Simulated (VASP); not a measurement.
An input for Quantum ESPRESSO's pw.x (written as the equivalent of a VASP run, and not itself run):

```
&CONTROL
  calculation = 'scf'
  pseudo_dir = './pseudo'
  outdir = './out'
  tprnfor = .true.
  tstress = .true.
/
&SYSTEM
  ibrav = 0
  nat = 2
  ntyp = 1
  ecutwfc = 82
  occupations = 'tetrahedra'
  input_dft = 'pbesol'
/
&ELECTRONS
  conv_thr = 7.3e-09
  electron_maxstep = 100
/
ATOMIC_SPECIES
  C 12.011 C.upf
CELL_PARAMETERS angstrom
     0.0000000    1.7783315    1.7783315
     1.7783315    0.0000000    1.7783315
     1.7783315    1.7783315   -0.0000000
ATOMIC_POSITIONS crystal
  C    0.5000000  0.5000000  0.5000000
  C    0.7500000  0.7500000  0.7500000
K_POINTS automatic
  14 14 14 0 0 0
```

Problem. Write the VASP files for the same calculation (PBEsol).

Solution. Several could match; the one computed here: 
**INCAR**
```
SYSTEM = C
PREC = Accurate; ENCUT = 520; LREAL = .FALSE.
LASPH = .TRUE.
EDIFF = 1E-7; NELM = 100; ALGO = Normal
ISMEAR = -5
GGA = PS
ISIF = 2
LWAVE = .FALSE.; LCHARG = .TRUE.; LORBIT = 11
NEDOS = 601
```

KPOINTS:
```
Automatic mesh
0
Gamma
14 14 14
0 0 0
```

**POSCAR**
```
C
3.5566630
  0.0000000000   0.4999999870   0.4999999870
  0.4999999870   0.0000000000   0.4999999870
  0.4999999870   0.4999999870   0.0000000000
C
2
direct
  0.5000000000   0.5000000000   0.5000000000
  0.7500000000   0.7500000000   0.7500000000
```

POTCAR, in this order: C (PBE.64 set). Program: vasp_std.

Limits of the translation: the potentials are each code's own (VASP's PAW set, PseudoDojo norm-conserving files in pw.x), so ENCUT and ecutwfc are chosen apart and not converted; conv_thr bounds pw.x's estimated SCF error, while EDIFF bounds the energy change between steps.

The structure comes from a computed database's C entry (Fd-3m); how it stands against other phases isn't given here. It was relaxed first.
